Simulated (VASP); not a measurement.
Data:

```xyz
64
Lattice="10.9371 0.0000 0.0000 0.0000 10.9371 0.0000 0.0000 0.0000 10.9371" Properties=species:S:1:pos:R:3 pbc="T T T"
Si     5.4580    10.9312    10.9331
Si     6.8459     1.3690     1.3705
Si     8.1991     2.7310    10.9315
Si     9.5841     4.1084     1.3691
Si     8.1997    10.9310     2.7319
Si     9.5859     1.3668     4.1084
Si    10.9320    10.9313    10.9323
Si     1.3746     1.3751     1.3748
Si     2.7313     2.7319     0.0003
Si     4.1124     4.1099     1.3813
Si     5.4657     5.4639    10.9321
Si     6.8369     6.8371     1.3782
Si     8.1941     8.1947    10.9355
Si     9.5755     9.5750     1.3742
Si     2.7315     0.0018     2.7328
Si     4.1118     1.3813     4.1126
Si     5.4743     2.7236     2.7249
Si     6.8799     4.0901     4.0908
Si     8.2063     5.4503     2.7185
Si     9.5724     6.8359     4.1056
Si     5.4651    10.9313     5.4657
Si     6.8356     1.3798     6.8362
Si     8.2071     2.7169     5.4480
Si     9.5709     4.1036     6.8360
Si     8.1926     0.0006     8.1943
Si     9.5755     1.3732     9.5762
Si    10.9291     5.4600    10.9339
Si     1.3707     6.8447     1.3729
Si     2.7311     8.1994    10.9335
Si     4.1078     9.5862     1.3700
Si    10.9368     2.7314     2.7317
Si     1.3804     4.1096     4.1124
Si     2.7266     5.4720     2.7270
Si     4.0905     6.8817     4.0930
Si     5.4502     8.2073     2.7182
Si     6.8369     9.5725     4.1047
Si    10.9290    10.9302     5.4593
Si     1.3670     1.3680     6.8465
Si     2.7225     2.7225     5.4748
Si     4.0841     4.0880     6.8858
Si     6.8775     6.8826     6.8812
Si     8.2004     8.2007     5.4652
Si     9.5814     9.5840     6.8482
Si     2.7304    10.9317     8.2002
Si     4.1074     1.3662     9.5875
Si     5.4469     2.7162     8.2084
Si     6.8355     4.1028     9.5718
Si     8.1984     5.4650     8.1995
Si     9.5820     6.8460     9.5831
Si    10.9311     8.1993     2.7328
Si     1.3665     9.5875     4.1088
Si    10.9317     5.4640     5.4658
Si     1.3773     6.8374     6.8374
Si     2.7162     8.2089     5.4503
Si     4.1030     9.5735     6.8375
Si    10.9302     2.7316     8.1998
Si     1.3638     4.1083     9.5889
Si     2.7134     5.4501     8.2112
Si     4.1033     6.8363     9.5752
Si     5.4631     8.2023     8.2031
Si     6.8465     9.5856     9.5852
Si    10.9346     8.1943     8.1943
Si     1.3733     9.5745     9.5761
Ga     5.4380     5.4383     5.4446
```
Cell charge +1.

All values below come from HSE06 screened hybrid, VASP's PBE PAW potentials (set 64) (plane waves; VASP). Settings: PREC = Normal, LREAL = Auto, ISYM = 0, NELECT = 254.0, EDIFF = 1E-5, 400 eV cut-off, 1×1×1 Γ-centred mesh, Gaussian smearing of 0.050 eV, potentials Si Ga.

The cell is charged, with a uniform compensating background. The supercell is sampled at Γ alone, which is coarse: total energies, pressure and levels can be off, energies of defects by several tenths of an eV.

Q: Estimate the energy per atom (σ→0), largest force.

A: 
```json
{
 "energy per atom (σ→0)": "-6.229 eV/atom",
 "largest_force": "0.156 eV/Å"
}
```

The absolute energy has meaning only against runs of the same code, potentials and settings.

The cell is a supercell with a defect, built from Si (diamond): Ga_Si, charge +1. The cell's shape comes from a PBE relaxation. The run is not spin-polarised, so no state with unpaired spins was tried.
